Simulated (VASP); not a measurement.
# FeCuSO: magnetic orders

Aim: compare collinear orders of FeCuSO. The start is a cell from a database of measured crystal structures.

Calculated with VASP 6.6.1; PBE, DFT+U (Cu d 5 eV, Fe d 3 eV), spin-polarised, from parallel moments; plane waves and PAW (Cu, Fe, S, O), in the first sound run; inputs show where later runs differ.

Most raw output is cut from this account.

## (1) The structure

Symmetry: P4/nmm, No. 129, tetragonal system. Conventional cell: a = 3.822 Å, b = 3.822 Å, c = 8.645 Å, α = 90.00°, β = 90.00°, γ = 90.00°. Nearest to Cu lie 4 S at 2.34 Å. Nearest to Fe lie 4 O at 2.02 Å. Nearest to S lie 4 Cu at 2.34 Å. Nearest to O lie 4 Fe at 2.02 Å. Farther neighbours and most contacts between anions are not listed.

## (2) Magnetic order, start order fm, signs ++++

Each run starts from other signs of the moments at the same geometry and cutoff; gentle mixing helps it keep them. Any wave vector in a name is a fraction of the reciprocal vectors of the first cell as typed.

Contents of INCAR:

```
SYSTEM = FeCuSO
PREC = Normal
ENCUT = 480
EDIFF = 1E-06
NELM = 150
ISMEAR = 0
SIGMA = 0.05
LREAL = .FALSE.
ALGO = Normal
GGA = PE
NBANDS = 45
ISPIN = 2
MAGMOM = 0.6 0.6 3 3 0 0 0 0
LDAU = .TRUE.
LDAUTYPE = 2
LDAUL = 2 2 -1 -1
LDAUU = 5 3 0 0
LDAUJ = 0 0 0 0
LDAUPRINT = 1
LASPH = .TRUE.
LMAXMIX = 4
LORBIT = 11
LWAVE = .FALSE.
LCHARG = .TRUE.
KPAR = 2
AMIX = 0.2
BMIX = 1E-04
AMIX_MAG = 0.8
BMIX_MAG = 1E-04
```

Contents of POSCAR:

```
FeCuSO
1.0
    3.8219000000      0.0000000000      0.0000000000
    0.0000000000      3.8219000000      0.0000000000
    0.0000000000      0.0000000000      8.6450000000
Cu Fe S O
2 2 2 2
Direct
    0.5000000000      0.5000000000      0.5000000000
    0.0000000000      0.0000000000      0.5000000000
    0.0000000000      0.0000000000      0.0000000000
    0.5000000000      0.5000000000      0.0000000000
    0.0000000000      0.5000000000      0.6558000000
    0.5000000000      0.0000000000      0.3442000000
    0.0000000000      0.5000000000      0.0744000000
    0.5000000000      0.0000000000      0.9256000000
```

Contents of KPOINTS:

```
Automatic mesh
0
Gamma
5 5 2
0 0 0
```

PAW data sets: Cu, Fe, S and O (PBE family, release 64).

Launch:

```
mpirun -np 2 vasp_std
```

The job ended after 60 s (2 MPI ranks of Intel Xeon 6975P-C (Granite Rapids), shared host; peak memory 0.45 GiB).

The magnetic state follows from one typed start and may not be the lowest. The k-mesh is coarse for a metal.

This step gave:

```
electronic cycles                                 : 41
electrons                                         : 62
free energy (TOTEN)                               : -39.18 eV
energy at zero smearing                           : -39.17 eV
Fermi energy                                      : 3.431 eV
moment of the cell, from the last line of the log : 8.842 μB
labelled metallic, from the levels on this mesh   : yes
```

Spin moment in the PAW sphere by atom:

| atom | spin moment in the PAW sphere (μB) |
| --- | --- |
| Cu1 | 0.05 |
| Cu2 | 0.05 |
| Fe3 | 3.88 |
| Fe4 | 3.88 |
| S5 | 0.08 |
| S6 | 0.08 |
| O7 | 0.29 |
| O8 | 0.29 |

Force by atom:

| atom | x (eV/Å) | y (eV/Å) | z (eV/Å) | size |
| --- | --- | --- | --- | --- |
| Cu1 | 0.000 | 0.000 | 0.000 | 0.000 |
| Cu2 | 0.000 | 0.000 | 0.000 | 0.000 |
| Fe3 | 0.000 | 0.000 | 0.000 | 0.000 |
| Fe4 | 0.000 | 0.000 | 0.000 | 0.000 |
| S5 | 0.000 | 0.000 | 0.065 | 0.065 |
| S6 | 0.000 | 0.000 | -0.065 | 0.065 |
| O7 | 0.000 | 0.000 | -0.213 | 0.213 |
| O8 | 0.000 | 0.000 | 0.213 | 0.213 |

Spin density in the ac plane at fractional y = 0.000, with atoms of Cu and Fe and S and O within 0.2 Å of it.

Values in e/Å³, 24 rows by 14 columns, each cell a mean:
```
4.2 3.0 1.1 0.2 0.0 0.1 0.3 0.4 0.3 0.1 0.0 0.3 1.6 3.4
1.3 0.9 0.3 0.1 0.0 0.2 0.4 0.5 0.4 0.1 0.0 0.1 0.5 1.0
0.2 0.1 0.1 0.0 0.0 0.1 0.3 0.4 0.2 0.1 0.0 0.0 0.1 0.1
0.0 0.0 0.0 0.0 0.0 0.0 0.1 0.1 0.1 0.0 0.0 0.0 0.0 0.0
0.0 0.0 0.0 0.0 0.0 0.0 0.0 0.0 0.0 0.0 0.0 0.0 0.0 0.0
0.0 0.0 0.0 0.0 0.0 0.0 0.0 0.0 0.0 0.0 0.0 0.0 0.0 0.0
0.0 0.0 0.0 0.0 0.0 0.0 0.0 0.0 0.0 0.0 0.0 0.0 0.0 0.0
0.0 0.0 0.0 0.0 0.0 0.0 0.0 0.0 0.0 0.0 0.0 0.0 0.0 0.0
0.0 0.0 0.0 0.0 0.0 0.0 0.0 0.0 0.0 0.0 0.0 0.0 0.0 0.0
0.0 0.0 0.0 0.0 0.0 0.0 0.0 0.0 0.0 0.0 0.0 0.0 0.0 0.0
0.0 0.0 0.0 0.0 0.0 0.0 0.0 0.0 0.0 0.0 0.0 0.0 0.0 0.0
0.1 0.1 0.0 0.0 0.0 0.0 0.0 0.0 0.0 0.0 0.0 0.0 0.0 0.1
0.1 0.0 0.0 0.0 0.0 0.0 0.0 0.0 0.0 0.0 0.0 0.0 0.0 0.0
0.0 0.0 0.0 0.0 0.0 0.0 0.0 0.0 0.0 0.0 0.0 0.0 0.0 0.0
0.0 0.0 0.0 0.0 0.0 0.0 0.0 0.0 0.0 0.0 0.0 0.0 0.0 0.0
0.0 0.0 0.0 0.0 0.0 0.0 0.0 0.0 0.0 0.0 0.0 0.0 0.0 0.0
0.0 0.0 0.0 0.0 0.0 0.0 0.0 0.0 0.0 0.0 0.0 0.0 0.0 0.0
0.0 0.0 0.0 0.0 0.0 0.0 0.0 0.0 0.0 0.0 0.0 0.0 0.0 0.0
0.0 0.0 0.0 0.0 0.0 0.0 0.0 0.0 0.0 0.0 0.0 0.0 0.0 0.0
0.0 0.0 0.0 0.0 0.0 0.0 0.0 0.0 0.0 0.0 0.0 0.0 0.0 0.0
0.1 0.1 0.0 0.0 0.0 0.0 0.0 0.0 0.0 0.0 0.0 0.0 0.0 0.1
0.6 0.4 0.2 0.1 0.0 0.0 0.0 0.0 0.0 0.0 0.0 0.1 0.2 0.4
2.8 1.9 0.7 0.2 0.0 0.0 0.0 0.0 0.0 0.0 0.1 0.3 1.1 2.2
5.4 3.8 1.4 0.3 0.0 0.0 0.0 0.1 0.0 0.0 0.1 0.5 2.1 4.3
```
Columns run along a (3.8 Å), rows up along c (8.6 Å). Atoms in or near the plane, at fractional coordinates: Cu at (0.00, 0.50), Fe at (0.00, 0.00), S at (0.50, 0.34), O at (0.50, 0.93).

Valence density in the ac plane at fractional y = 0.000, with atoms of Cu and Fe and S and O within 0.2 Å of it. It is the smooth field of the valence electrons, not physical close to the nuclei.

Ten steps, logarithmic in the rise over the least value, from '0' (0 e/Å³) to '9' (16 e/Å³), each cell a mean:
```
77533567643357
54324678753234
11123577642111
00011344421000
00000111110000
00000000000000
00000000000000
00000000000000
11100000000011
43210000000123
87421000011357
99631111112479
98532222222368
65323344433345
22223443443222
11124420343211
00123443443210
00012344432100
00001222211000
00000111100000
11000000000001
33110000000123
66421112111246
87532344432368
```
Columns run along a (3.8 Å), rows up along c (8.6 Å). Atoms in or near the plane, at fractional coordinates: Cu at (0.00, 0.50), Fe at (0.00, 0.00), S at (0.50, 0.34), O at (0.50, 0.93).

The largest moment at the end is 3.88 μB, and the moments of the cell sum to 8.84 μB.

## (3) Magnetic order, start order ferri 1, signs ++--

This step: PBE, DFT+U (Cu d 5 eV, Fe d 3 eV), spin-polarised, from moments of both signs; plane waves and PAW (Cu, Fe, S, O) (VASP 6.6.1).

Edit INCAR of step 2 so:

```diff
@@ -12,3 +12,3 @@
 ISPIN = 2
-MAGMOM = 0.6 0.6 3 3 0 0 0 0
+MAGMOM = 0.6 0.6 -3 -3 0 0 0 0
 LDAU = .TRUE.
```

POSCAR is that of step 2.

KPOINTS is that of step 2.

Launch:

```
mpirun -np 2 vasp_std
```

It took 55 s on 2 MPI ranks; peak memory 0.45 GiB.

This step gave:

```
electronic cycles                                 : 39
moment of the cell, from the last line of the log : -8.841 μB
```

Spin moment in the PAW sphere by atom:

| atom | spin moment in the PAW sphere (μB) |
| --- | --- |
| Cu1 | -0.05 |
| Cu2 | -0.05 |
| Fe3 | -3.88 |
| Fe4 | -3.88 |
| S5 | -0.08 |
| S6 | -0.08 |
| O7 | -0.29 |
| O8 | -0.29 |

Force by atom:

| atom | x (eV/Å) | y (eV/Å) | z (eV/Å) | size |
| --- | --- | --- | --- | --- |
| Cu1 | 0.000 | 0.000 | 0.000 | 0.000 |
| Cu2 | 0.000 | 0.000 | 0.000 | 0.000 |
| Fe3 | 0.000 | 0.000 | 0.000 | 0.000 |
| Fe4 | 0.000 | 0.000 | 0.000 | 0.000 |
| S5 | 0.000 | 0.000 | 0.065 | 0.065 |
| S6 | 0.000 | 0.000 | -0.065 | 0.065 |
| O7 | 0.000 | 0.000 | -0.212 | 0.212 |
| O8 | 0.000 | 0.000 | 0.212 | 0.212 |

Spin density in the ac plane at fractional y = 0.000, with atoms of Cu and Fe and S and O within 0.2 Å of it.

Ten even steps from '0' (-5.4 e/Å³) to '9' (0.0 e/Å³), each cell a mean:
```
24799999999963
78999999999998
99999999999999
99999999999999
99999999999999
99999999999999
99999999999999
99999999999999
99999999999999
99999999999999
99999999999999
99999999999999
99999999999999
99999999999999
99999999999999
99999999999999
99999999999999
99999999999999
99999999999999
99999999999999
99999999999999
89999999999999
46899999999985
02799999999961
```
Columns run along a (3.8 Å), rows up along c (8.6 Å). Atoms in or near the plane, at fractional coordinates: Cu at (0.00, 0.50), Fe at (0.00, 0.00), S at (0.50, 0.34), O at (0.50, 0.93).

Valence density in the ac plane at fractional y = 0.000, with atoms of Cu and Fe and S and O within 0.2 Å of it. It is the smooth field of the valence electrons, not physical close to the nuclei.

Ten steps, logarithmic in the rise over the least value, from '0' (0 e/Å³) to '9' (16 e/Å³), each cell a mean:
```
77533567643357
54324678753234
11123577642111
00011344421000
00000111110000
00000000000000
00000000000000
00000000000000
11100000000011
43210000000123
87421000011357
99631111112479
98532222222368
65323344433345
22223443443222
11124420343211
00123443443210
00012344432100
00001222211000
00000111100000
11000000000001
33110000000123
66421112111246
87532344432368
```
Columns run along a (3.8 Å), rows up along c (8.6 Å). Atoms in or near the plane, at fractional coordinates: Cu at (0.00, 0.50), Fe at (0.00, 0.00), S at (0.50, 0.34), O at (0.50, 0.93).

The largest moment at the end is 3.88 μB, and the moments of the cell sum to -8.84 μB.

## (4) Magnetic order, start order AFM 2, signs +--+

Edit INCAR of step 3 so:

```diff
@@ -12,3 +12,3 @@
 ISPIN = 2
-MAGMOM = 0.6 0.6 -3 -3 0 0 0 0
+MAGMOM = 0.6 -0.6 -3 3 0 0 0 0
 LDAU = .TRUE.
@@ -23,3 +23,3 @@
 LWAVE = .FALSE.
-LCHARG = .TRUE.
+LCHARG = .FALSE.
 KPAR = 2
```

POSCAR is that of step 3.

KPOINTS is that of step 3.

Launch:

```
mpirun -np 2 vasp_std
```

The job ended after 63 s (2 MPI ranks; peak memory 0.46 GiB; 2.1 min of CPU time).

Spin moment in the PAW sphere by atom:

| atom | spin moment in the PAW sphere (μB) |
| --- | --- |
| Cu1 | 0.01 |
| Cu2 | -0.01 |
| Fe3 | -3.81 |
| Fe4 | 3.81 |
| S5 | 0.00 |
| S6 | 0.00 |
| O7 | 0.00 |
| O8 | 0.00 |

The largest moment at the end is 3.81 μB, and the moments of the cell sum to 0.00 μB.

## (5) Magnetic order, start order AFM 3, signs +-+-

Edit INCAR of step 4 so:

```diff
@@ -12,3 +12,3 @@
 ISPIN = 2
-MAGMOM = 0.6 -0.6 -3 3 0 0 0 0
+MAGMOM = 0.6 -0.6 3 -3 0 0 0 0
 LDAU = .TRUE.
```

POSCAR is that of step 4.

KPOINTS is that of step 4.

Launch:

```
mpirun -np 2 vasp_std
```

It took 64 s on 2 MPI ranks; peak memory 0.47 GiB.

Spin moment in the PAW sphere by atom:

| atom | spin moment in the PAW sphere (μB) |
| --- | --- |
| Cu1 | -0.01 |
| Cu2 | 0.01 |
| Fe3 | 3.81 |
| Fe4 | -3.81 |
| S5 | 0.00 |
| S6 | 0.00 |
| O7 | 0.00 |
| O8 | 0.00 |

The largest moment at the end is 3.81 μB, and the moments of the cell sum to 0.00 μB.

## (6) Magnetic order, start order ferri 4, signs +-++

Edit INCAR of step 5 so:

```diff
@@ -12,3 +12,3 @@
 ISPIN = 2
-MAGMOM = 0.6 -0.6 3 -3 0 0 0 0
+MAGMOM = 0.6 -0.6 3 3 0 0 0 0
 LDAU = .TRUE.
```

POSCAR is that of step 5.

KPOINTS is that of step 5.

Launch:

```
mpirun -np 2 vasp_std
```

Run time: 50 s. Hardware: 2 MPI ranks; peak memory 0.46 GiB.

Spin moment in the PAW sphere by atom:

| atom | spin moment in the PAW sphere (μB) |
| --- | --- |
| Cu1 | 0.05 |
| Cu2 | 0.05 |
| Fe3 | 3.88 |
| Fe4 | 3.88 |
| S5 | 0.08 |
| S6 | 0.08 |
| O7 | 0.29 |
| O8 | 0.29 |

The largest moment at the end is 3.88 μB, and the moments of the cell sum to 8.84 μB.

## (7) Magnetic order, start order ferri 5, signs +++-

Edit INCAR of step 6 so:

```diff
@@ -12,3 +12,3 @@
 ISPIN = 2
-MAGMOM = 0.6 -0.6 3 3 0 0 0 0
+MAGMOM = 0.6 0.6 3 -3 0 0 0 0
 LDAU = .TRUE.
```

POSCAR is that of step 6.

KPOINTS is that of step 6.

Launch:

```
mpirun -np 2 vasp_std
```

The job ended after 78 s (2 MPI ranks; peak memory 0.46 GiB).

Spin moment in the PAW sphere by atom:

| atom | spin moment in the PAW sphere (μB) |
| --- | --- |
| Cu1 | -0.01 |
| Cu2 | 0.01 |
| Fe3 | 3.81 |
| Fe4 | -3.81 |
| S5 | 0.00 |
| S6 | 0.00 |
| O7 | 0.00 |
| O8 | 0.00 |

The largest moment at the end is 3.81 μB, and the moments of the cell sum to 0.00 μB.

## (8) The series together

Times are for 2 MPI ranks of Intel Xeon 6975P-C (Granite Rapids), shared host. The runs compared:

| no. | start order | energy at zero smearing (eV) | moment of the cell, from the last line of the log (μB) | time | memory (GiB) |
| --- | --- | --- | --- | --- | --- |
| 1 | fm | -39.17 | 8.842 | 60 s | 0.45 |
| 2 | ferri 1 | -39.17 | -8.841 | 55 s | 0.45 |
| 3 | afm 2 | -38.69 | 0 | 63 s | 0.46 |
| 4 | afm 3 | -38.69 | 0 | 64 s | 0.47 |
| 5 | ferri 4 | -39.17 | 8.842 | 50 s | 0.46 |
| 6 | ferri 5 | -38.69 | 8.00e-4 | 78 s | 0.46 |

## (9) No spin polarisation

This step: PBE, DFT+U (Cu d 5 eV, Fe d 3 eV), no spin polarisation; plane waves and PAW (Cu, Fe, S, O) (VASP 6.6.1).

A run without spin shows what magnetism as such gains.

Edit INCAR of step 7 so:

```diff
@@ -10,5 +10,3 @@
 GGA = PE
-NBANDS = 45
-ISPIN = 2
-MAGMOM = 0.6 0.6 3 -3 0 0 0 0
+NBANDS = 39
 LDAU = .TRUE.
```

POSCAR is that of step 7.

KPOINTS is that of step 7.

Launch:

```
mpirun -np 2 vasp_std
```

Elapsed: 27 s, on 2 MPI ranks; peak memory 0.36 GiB.

This run has no spin polarisation, so a moment on Cu and Fe, if there is one, isn't seen.

This step gave:

```yaml
electronic_cycles: 35
free_energy_toten: -33.58 eV
energy_at_zero_smearing: -33.57 eV
fermi_energy: 3.074 eV
```

Force by atom:

| atom | x (eV/Å) | y (eV/Å) | z (eV/Å) | size |
| --- | --- | --- | --- | --- |
| Cu1 | 0.000 | 0.000 | 0.000 | 0.000 |
| Cu2 | 0.000 | 0.000 | 0.000 | 0.000 |
| Fe3 | 0.000 | 0.000 | 0.000 | 0.000 |
| Fe4 | 0.000 | 0.000 | 0.000 | 0.000 |
| S5 | 0.000 | 0.000 | -0.357 | 0.357 |
| S6 | 0.000 | 0.000 | 0.357 | 0.357 |
| O7 | 0.000 | 0.000 | -0.725 | 0.725 |
| O8 | 0.000 | 0.000 | 0.725 | 0.725 |

Energy at zero smearing: -33.57262 eV.

## (10) Summary

This step: collinear magnetic orders, PBE, DFT+U (Cu d 5 eV, Fe d 3 eV); plane waves and PAW (VASP 6.6.1).

Derived from the runs above.

This step gave:

```
mean moment in the lowest run : 3.875 μB
```

Orders, by row:

| order | signs | energy above the lowest (meV/magnetic atom) | total moment (μB) | mean moment on carriers (μB) | gap on the mesh (eV) | signs at the end, of the atoms given a moment |
| --- | --- | --- | --- | --- | --- | --- |
| fm | ++++ | 0 | 8.842 | 3.875 | 0 | 00++ |
| ferri 1 | ++-- | 0 | -8.841 | 3.875 | 0 | 00-- |
| afm 2 | +--+ | 243.8 | 0 | 3.813 | 0 | 00-+ |
| afm 3 | +-+- | 243.8 | 0 | 3.812 | 0 | 00+- |
| ferri 4 | +-++ | 0 | 8.841 | 3.876 | 0 | 00++ |
| ferri 5 | +++- | 243.8 | 5.84e-4 | 3.812 | 0 | 00+- |
| nm |  | 2801 | 0 | 0 | 0 | - |

## (11) Outcome

```yaml
mean_moment_in_the_lowest_run: 3.88 μB
```

**Reading.** The crystal is layered and no dispersion term is used, so the spacing and binding between its layers, and what hangs on them, are unreliable. The lowest run started as fm and holds 3.88 μB on average over the atoms that kept a moment; the next state, from afm 2, lies 243.8 meV a magnetic atom higher. The starts fm, ferri 1 and ferri 4 ended within 0.5 meV of each other, with moments of like size, so they probably reached one state. It ends with the signs 00++ and a net moment of 8.84 μB a cell: the moments given at the start all parallel. The starts fm, ferri 1, afm 2, afm 3, ferri 4 and ferri 5 ended with other signs than typed, or lost moments. On this k mesh the moments and energy differences of a metal are not converged, and no denser mesh was tried, so the order found is tentative. Cu started with a moment and ended without one in every run, so it isn't counted among the magnetic atoms. No other collinear orders were tried, and their comparison leaves spin-orbit coupling out.

[Lines on the potential files, build, host, timing and source positions are cut from VASP's logs without a mark.]

[Logs are printed without paths, hosts, clocks, repeated set-up lines and the standing remarks that a program may print on its own settings, such as how far it seeks lower states.]

[Hosts, paths, dates, database ids (printed as entryN), source tags and the programs' standing remarks are cut or masked in the printed files.]

[In band tables of VASP the shares of atoms and orbitals are scaled to a sum of 1 inside the atoms' spheres.]

[Runs that stopped without an error message from VASP are left out.]
